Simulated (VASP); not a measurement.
A run of VASP 6.6.1 is set up as follows.

File INCAR:

```
  PREC = Accurate
  ENCUT = 600
  EDIFF = 1E-7
  ISMEAR = 0
  SIGMA = 0.02
  LREAL = F
  LASPH = T
  NELM = 60
  ALGO = Normal
  ISIF = 3
  LWAVE = F
  LCHARG = F
  IBRION = 2
  NSW = 90
  EDIFFG = -0.005
```

Contents of KPOINTS:

```
regular mesh
0
Gamma
  8 8 8
```

Contents of POSCAR:

```
MgS
1.0
    0.0000000000      2.6043975600      2.6043975600
    2.6043975600      0.0000000000      2.6043975600
    2.6043975600      2.6043975600      0.0000000000
Mg S
1 1
Direct
    0.0000000000      0.0000000000      0.0000000000
    0.5000000000      0.5000000000      0.5000000000
```

Potentials or basis: VASP PAW LDA potentials, release 64 (Mg, S).

Launch:

```console
$ cat potpaw_LDA.64/Mg/POTCAR potpaw_LDA.64/S/POTCAR > POTCAR
$ mpirun -np 1 vasp_std > vasp.out
```

(1) What does it give for the relaxed cell?

(2) Estimate the relaxed volume.

(3) What does it give for the band gap on the k mesh?

(4) Predict the space group after relaxing (to 0.05 Å).

Results:

(1) a = 3.619 Å, b = 3.619 Å, c = 3.619 Å, α = 60.00°, β = 60.00°, γ = 60.00°.

(2) 16.76 Å³/atom.

(3) 2.66 eV, indirect (least direct gap 3.89 eV).

(4) Fm-3m (No. 225).
